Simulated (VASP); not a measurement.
All values below come from PBE0 hybrid, VASP's PBE PAW potentials (set 64) (plane waves; VASP).

Input for VASP

KPOINTS:
```
Automatic mesh
0
Gamma
7 7 7
0 0 0
```

**POSCAR**
```
InP
4.1175290
  0.0000000000   0.7071068595   0.7071068595
  0.7071068595   0.0000000000   0.7071068595
  0.7071068595   0.7071068595   0.0000000000
In P
1 1
direct
  0.0000000000   0.0000000000   0.0000000000
  0.2500000000   0.2500000000   0.2500000000
```

**INCAR**
```
# general
SYSTEM   = InP
PREC     = Accurate
ENCUT    = 300
LREAL    = F
LASPH    = T
ISYM     = 3

# electronic loop
EDIFF    = 1E-12
NELM     = 100
ALGO     = Normal
LMAXMIX  = 4

# smearing
ISMEAR   = 0
SIGMA    = 0.02

# functional
GGA      = PE
LHFCALC  = T
AEXX     = 0.25
HFRCUT   = -1
PRECFOCK = Fast

# ions
ISIF     = 2

# output
LWAVE    = F
LCHARG   = F
```

POTCAR, in this order: In_d P (PBE.64 set). Program: vasp_std.

At this cut-off the stress carries a Pulay error, which pulls relaxed volumes low. Unless said otherwise, spin-orbit coupling is left out, though it shifts the bands of the heavy elements here.

Problem. Predict the energy per atom (σ→0), pressure, band gap (on the k-mesh).

Solution. 
| Property | Result |
|---|---|
| energy per atom (σ→0) | -5.433 eV/atom |
| band gap (on the k-mesh) | 2.22 eV |
| pressure | 2.39 GPa |

**OSZICAR**
```
...
DAV:  54    -0.108660889491E+02    0.57753E-10   -0.19799E-12   311   0.180E-05    0.195E-06
DAV:  55    -0.108660889491E+02    0.20918E-10   -0.23697E-12   367   0.181E-05    0.390E-06
DAV:  56    -0.108660889491E+02   -0.93223E-11    0.70979E-13   319   0.188E-05    0.673E-06
DAV:  57    -0.108660889491E+02    0.67303E-10   -0.18386E-13   324   0.195E-05    0.417E-06
DAV:  58    -0.108660889492E+02   -0.11960E-09   -0.27704E-12   290   0.196E-05    0.256E-06
DAV:  59    -0.108660889492E+02    0.77307E-11   -0.31361E-12   321   0.196E-05    0.172E-06
DAV:  60    -0.108660889492E+02   -0.45475E-12   -0.91493E-13   314   0.197E-05
   1 F= -.10866089E+02 E0= -.10866089E+02  d E =-.323036E-30
```

The structure comes from a computed database's InP entry; how it stands against other phases isn't given here. The cell was not relaxed at this level. The run is one of a series of settings (EDIFF = 1E-12 against the base run), some of them coarse on purpose.
